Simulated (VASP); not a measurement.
Take LiCl (rock salt), without spin-orbit terms, in VASP with PAW potentials, and its band gap.

Q: One run gives 6.30 eV. Which level is it?
A. r2SCAN (own cell)
B. PBE (starting cell)
C. SCAN (own cell)
D. HSE06 (starting cell)

A: B, PBE (starting cell).  The others give 7.44 (r2SCAN (own cell)), 7.48 (SCAN (own cell)), 7.71 (HSE06 (starting cell)).

Only levels that ran to the end are used. Left out are those held back, those with too coarse a band path, GW runs whose mesh misses a band edge, hybrids' fits of cells that aren't cubic and levels without matching references; a question may draw on a part of the rest.

The compound is LiCl in the rock salt structure.
